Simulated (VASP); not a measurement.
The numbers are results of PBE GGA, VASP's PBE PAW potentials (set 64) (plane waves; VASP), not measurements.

VASP input:

POSCAR:
```
Si2Ni
1.0
  0.0000000000   2.7157780000   2.7157780000
  2.7157780000   0.0000000000   2.7157780000
  2.7157780000   2.7157780000   0.0000000000
Si Ni
2 1
Cart
  1.3578890000   1.3578890000   1.3578890000
  4.0736670000   4.0736670000   4.0736670000
  0.0000000000   0.0000000000   0.0000000000
```

**KPOINTS**
```
Automatic mesh
0
Gamma
11 11 11
0 0 0
```

**INCAR**
```
NSW=1   ! most ionic steps
LWAVE=.FALSE.
LMAXMIX=4
ALGO=Normal   ! blocked Davidson
ISIF=2   ! forces and stress, cell fixed
LCHARG=.FALSE.
ISMEAR=0   ! Gaussian
LASPH=.TRUE.
ENCUT=300
PREC=Accurate
EDIFF=1E-8
LREAL=.FALSE.
GGA=PE   ! PBE
SYSTEM=Si2Ni
LEPSILON=.FALSE.
IBRION=8   ! DFPT with symmetry
SIGMA=0.05
NELM=100   ! most electronic steps
```

POTCAR, in this order: Si Ni (PBE.64 set). Program: vasp_std.

At this cut-off the stress carries a Pulay error, which pulls relaxed volumes low.

Estimate the energy per atom (σ→0), band gap (on the k-mesh).

```
Item                                                         Value
------------------------  ----------------------------------------
energy per atom (σ→0)                               -5.788 eV/atom
band gap (on the k-mesh)  none (metal, semimetal or under 0.01 eV)
```

File OSZICAR:
```
...
RMM:   7    -0.186391555898E+00    0.12253E-04   -0.26113E-07  5188   0.631E-03    0.609E-04
RMM:   8    -0.186385892992E+00    0.56629E-05   -0.24594E-08  5637   0.119E-03    0.271E-04
RMM:   9    -0.186382705889E+00    0.31871E-05   -0.54003E-09  5307   0.410E-04    0.440E-05
RMM:  10    -0.186382649911E+00    0.55978E-07   -0.37278E-09  5688   0.130E-04    0.211E-05
RMM:  11    -0.186382680864E+00   -0.30954E-07   -0.35865E-09  5635   0.682E-05    0.584E-06
RMM:  12    -0.186382633245E+00    0.47619E-07   -0.20021E-09  5856   0.385E-05    0.152E-06
RMM:  13    -0.186382636214E+00   -0.29688E-08   -0.58793E-09  5627   0.294E-05    0.612E-07
 Linear response finished
```

The structure comes from a computed database's Si2Ni entry; how it stands against other phases isn't given here. The cell was not relaxed at this level. The run is one of a series of settings (EDIFF = 1E-8, IBRION = 8, LEPSILON = .FALSE., NSW = 1 against the base run), some of them coarse on purpose. The run is not spin-polarised, so no magnetic state was tried.
